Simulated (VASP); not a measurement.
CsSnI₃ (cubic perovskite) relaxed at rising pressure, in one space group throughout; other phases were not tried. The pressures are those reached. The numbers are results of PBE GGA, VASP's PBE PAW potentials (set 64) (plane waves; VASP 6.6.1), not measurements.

```json
[
 {"P (GPa)": "-0.01", "V (Å³/atom)": "50.107", "k-mesh": "4×4×4"},
 {"P (GPa)": "5.00", "V (Å³/atom)": "40.250", "k-mesh": "5×5×5"},
 {"P (GPa)": "10.00", "V (Å³/atom)": "36.274", "k-mesh": "6×6×6"},
 {"P (GPa)": "20.01", "V (Å³/atom)": "31.480", "k-mesh": "6×6×6"},
 {"P (GPa)": "30.09", "V (Å³/atom)": "28.692", "k-mesh": "6×6×6"}
]
```

A change of mesh leaves a small step in the series.

Fit an equation of state and predict the volume at 44.99 GPa.

Least squares on the third-order Birch-Murnaghan form, P = (3B0/2)(y⁷ − y⁵)[1 + (3/4)(B′ − 4)(y² − 1)] with y = (V0/V)^(1/3), gives V0 = 49.877 Å³/atom, B0 = 15 GPa and B′ = 4.7, and so 26.011 Å³/atom. The run gave 26.016 Å³/atom, +0.0 % from the fit.

Pressures at which the relaxation failed are left out.

The compound is CsSnI3 in the cubic perovskite structure, the ideal cubic form; the compound distorts at low or room temperature.
